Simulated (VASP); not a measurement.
An input for Ansatz (written as the equivalent of a VASP run, and not itself run):

Ansatz 0.2 input:
```yaml
crystal:
  lattice:
    - [0.0000000, 2.7174068, 2.7174068]
    - [2.7174068, 0.0000000, 2.7174068]
    - [2.7174068, 2.7174068, 0.0000000]
  atoms:
    - { symbol: Ce, position: [0.0000000, 0.0000000, 0.0000000] }
    - { symbol: O, position: [0.2683999, 0.2316001, 0.2683999] }
    - { symbol: O, position: [0.7500000, 0.7500000, 0.7500000] }
kpoints:
  mp_grid: { grid: [6, 6, 6] }
hamiltonian:
  xc: r2scan
  pseudopotentials: { kind: paw }
scf:
  occupations: { method: gaussian, width: 0.05 }
  max_iter: 100
output: { forces: true, stress: true, eigenvalues: true }
```

**Question.** Translate this input to VASP (INCAR, KPOINTS, POSCAR, choice of POTCAR).

**Answer.** Several could match; the one computed here: 
POSCAR:
```
CeO2
1
    0.0000000000     2.7174068375     2.7174068375
    2.7174068375     0.0000000000     2.7174068375
    2.7174068375     2.7174068375     0.0000000000
Ce O
1 2
Direct
  0.0000000000   0.0000000000   0.0000000000
  0.2683998948   0.2316001052   0.2683998948
  0.7500000000   0.7500000000   0.7500000000
```

INCAR:
```
! general
SYSTEM  = CeO2
PREC    = Accurate
ENCUT   = 600
LREAL   = .FALSE.
LASPH   = .TRUE.

! electronic loop
EDIFF   = 1E-7   ! SCF stop (eV)
NELM    = 100
ALGO    = Normal
LMAXMIX = 6
LMIXTAU = .TRUE.

! smearing
ISMEAR  = 0
SIGMA   = 0.05   ! width (eV)

! functional
METAGGA = R2SCAN

! ions
ISIF    = 2

! output
LWAVE   = .FALSE.
LCHARG  = .FALSE.
```

File KPOINTS:
```
kpoints
0
Gamma
 6 6 6
```

POTCAR, in this order: Ce O (PBE.64 set). Program: vasp_std.

Limits of the translation: each code has its own PAW files, so the cut-off isn't converted (ENCUT is set for VASP's; basis.ecutwfc is left out, and Ansatz then takes the one that its files recommend); Ansatz stops its SCF on the density residual and VASP on the energy change (EDIFF).

The compound is CeO2 in the fluorite structure. This cell was strained or had an atom moved on purpose.
